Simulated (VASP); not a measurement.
Computed with r2SCAN meta-GGA, VASP's PBE PAW potentials (set 64) (plane waves; VASP).

Input for VASP

KPOINTS:
```
K-points
0
Gamma
16 16 16
0 0 0
```

### INCAR
```
LCHARG = F
LMAXMIX = 6
ISIF = 2   # forces and stress, cell fixed
METAGGA = R2SCAN
SIGMA = 0.1   # width (eV)
LWAVE = F
PREC = Accurate
ALGO = Normal
SYSTEM = W
LREAL = F   # projection in real space or not
NELM = 100   # most electronic steps
ISMEAR = 1
LMIXTAU = T
LASPH = T   # aspherical one-centre terms
ENCUT = 480
EDIFF = 1E-7
```

POSCAR:
```
W
1
   -1.5863189765     1.6497717355     1.6497717355
    1.5863189765    -1.6497717355     1.6497717355
    1.5863189765     1.6497717355    -1.6497717355
W
1
Direct
  0.0000000000   0.0000000000   0.0000000000
```

POTCAR, in this order: W_sv (PBE.64 set). Program: vasp_std.

Unless said otherwise, spin-orbit coupling is left out, though it shifts the bands of the heavy elements here.

**Question.** Predict the energy per atom (σ→0), pressure, band gap (on the k-mesh).

**Answer.** 
* **energy per atom (σ→0)**: -51.247 eV/atom
* **band gap (on the k-mesh)**: none (metal, semimetal or under 0.01 eV)
* **pressure**: -21.04 GPa

### OSZICAR
```
...
DAV:  13    -0.512471455073E+02    0.17319E-04   -0.85298E-05  7912   0.146E-01    0.394E-02
DAV:  14    -0.512471646238E+02   -0.19116E-04   -0.42033E-05  7906   0.881E-02    0.167E-02
DAV:  15    -0.512471563302E+02    0.82936E-05   -0.83496E-06  8530   0.401E-02    0.576E-03
DAV:  16    -0.512471600826E+02   -0.37525E-05   -0.29596E-06  8134   0.186E-02    0.196E-03
DAV:  17    -0.512471558669E+02    0.42158E-05   -0.38235E-07  8134   0.814E-03    0.852E-04
DAV:  18    -0.512471570763E+02   -0.12095E-05   -0.17461E-08  4028   0.179E-03    0.628E-04
DAV:  19    -0.512471571014E+02   -0.25032E-07   -0.11935E-08  3893   0.161E-03
   1 F= -.51247157E+02 E0= -.51247159E+02  d E =0.604860E-05
```

The compound is W in the bcc structure. This cell was strained or had an atom moved on purpose.
